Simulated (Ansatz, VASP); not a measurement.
Two plane-wave programs on Ti3SiN3

```
Ti N Si
1.0
     3.00286    0.00000    0.00000
     0.00000    3.00286    0.00000
     0.00000    0.00000   19.75849
Ti N Si
3 3 1
Direct
  0.50000 0.50000 0.20244
  0.00000 0.00000 0.30725
  0.50000 0.50000 0.40768
  0.00000 0.00000 0.20244
  0.50000 0.50000 0.30557
  0.00000 0.00000 0.41797
  0.37500 0.50000 0.55191
```

Alike in both runs: functional PBE; k mesh 9 × 9 × 1; occupations gaussian, width 0.1 eV; no spin polarisation.

Ansatz relaxed the structure, and its values are those at the end. VASP's run is a single point on that final structure, the one shown.

```csv
,VASP,Ansatz
version,VASP 6.6.1,Ansatz 0.2.0
potentials or method,"VASP PAW PBE potentials, release 64 (Ti_sv, N, Si)","scalar-relativistic, plane waves, PAW"
plane-wave cutoff (eV),520,420
valence electrons in the cell,55,55
```

```csv
,VASP,Ansatz,Ansatz less VASP
gap on the k mesh at the Fermi level (eV),none,none,-
rms of the force components (eV/Å),0.652,0.651,-0.0009
```

A gap of «none» marks a metal or a gap that the smearing closes. The functional is the same, so the differences come from potentials, cutoffs and numerics. Ansatz warned: «vacuum_density_over_bound».
